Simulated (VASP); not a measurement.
# Be2B (space group Fm-3m): computed properties

Method: PBEsol GGA, VASP's PBE PAW potentials (set 64) (plane waves; VASP 6.6.1).

```
Property                                                               Value
----------------------------------  ----------------------------------------
space group                                                      Fm-3m (225)
cell                                a = b = c = 4.5556 Å, α = β = γ = 90.00°
volume per atom                                                 7.88 Å³/atom
band gap (over mesh and band path)  none (metal, semimetal or under 0.01 eV)
density                                                           2.03 g/cm³
```

Be₂B is taken in the cubic space group Fm-3m (No. 225), Pearson symbol cF12. Lattice parameters: a = b = c = 4.556 Å, α = β = γ = 90.00°. Be on 8c has 4 B at 1.973 Å and 6 Be at 2.278 Å. B on 4a is coordinated by 8 Be at 1.973 Å (cubic). (Neighbours: up to the widest gap in distance over summed covalent radii, below 1.35, at either atom; cation-cation and far metal-metal contacts left out.)
(The calculation used a cell of 3 atoms; values per cell refer to that cell.)

The structure comes from a measured Be2B entry (Fm-3m) of the Crystallography Open Database, whose conditions weren't checked. It was relaxed first, which changed the volume by -7 %. Symmetry was kept, so distortions that lower it aren't found. The electron count is odd and the run is not spin-polarised, which forces a metal.
